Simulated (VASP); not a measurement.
Given:

```xyz
2
Lattice="0.0000 2.8188 2.8188 2.8188 0.0000 2.8188 2.8188 2.8188 0.0000" Properties=species:S:1:pos:R:3 pbc="T T T"
Mg     0.0000     0.0000     0.0000
Se     2.8188     2.8188     2.8188
```

All values below come from r2SCAN meta-GGA, VASP's PBE PAW potentials (set 64) (plane waves; VASP). Settings: 400 eV cut-off, 7×7×7 Γ-centred mesh, Gaussian smearing of 0.050 eV, potentials Mg Se.

Energy and stress use the plane-wave basis of the starting cell.

Task: The ions, cell shape and volume are relaxed. Give the cell that the relaxation ends in.

Result: 
```xyz
2
Lattice="0.0000 2.7317 2.7317 2.7317 0.0000 2.7317 2.7317 2.7317 0.0000" Properties=species:S:1:pos:R:3 pbc="T T T"
Mg     0.0000     0.0000     0.0000
Se     2.7317     2.7317     2.7317
```
Space group Fm-3m (225), at a tolerance of 0.03 Å.

Task: How do energy and volume change from the first to the last step?

Result: The energy (σ→0) changes by -35.5 meV/atom and the volume by -9.0 %, in 3 ionic steps.

```
step  E(σ→0) (eV)  max force (eV/Å)  pressure (GPa)  volume (Å³)
----  -----------  ----------------  --------------  -----------
1        -21.3077             0.000           -5.21        44.79
2        -21.3771             0.000            0.93        40.24
3        -21.3786             0.000            0.02        40.77
```

The structure was generated: MgSe was put into the rock salt type (Fm-3m), which need not be its known phase. This run relaxes it. Symmetry was kept, so distortions that lower it aren't found.
